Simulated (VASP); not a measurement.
Given:

```
AgI
1.0
    2.33744    -4.04856     0.00000
    2.33744     4.04856     0.00000
    0.00000     0.00000     7.63570
Ag I
2 2
Cartesian
  2.33744  -1.34952   3.81872
  2.33744   1.34952   0.00087
  2.33744  -1.34952   6.68037
  2.33744   1.34952   2.86252
```

Computed with PBE GGA, VASP's PBE PAW potentials (set 64) (plane waves; VASP). Settings: 400 eV cut-off, 5×5×3 Γ-centred mesh, Gaussian smearing of 0.050 eV, potentials Ag I.

Task: What does the run give for the energy per atom (σ→0)?

Result: 
The energy per atom (σ→0) is -2.394 eV/atom.

The absolute energy has meaning only against runs of the same code, potentials and settings.

The compound is AgI in the wurtzite structure. It was relaxed first, which changed the volume by +5 %. The start is the result of an earlier pass.
